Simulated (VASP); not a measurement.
Given:

```yaml
crystal:
  lattice:
    - [0.00000, 2.38803, 2.38803]
    - [2.38803, 0.00000, 2.38803]
    - [2.38803, 2.38803, 0.00000]
  atoms:
    - { symbol: Ca, position: [0.00000, 0.00000, 0.00000] }
    - { symbol: O, position: [0.50000, 0.50000, 0.50000] }
```

Calculation: PBEsol GGA, VASP's PBE PAW potentials (set 64) (plane waves; VASP 6.6.1). Run with 520 eV cut-off, Gaussian smearing of 0.050 eV, potentials Ca_sv O.

Problem. What does the run give for the band gap (along the path) with the smallest direct gap where there is one?

Solution. 
```
Item                                   Result
------------------------------------  -------
band gap (along the path)             3.53 eV
smallest direct gap (along the path)  3.90 eV
```

The absolute energy has meaning only against runs of the same code, potentials and settings.

The compound is CaO in the rock salt structure. It was relaxed first.
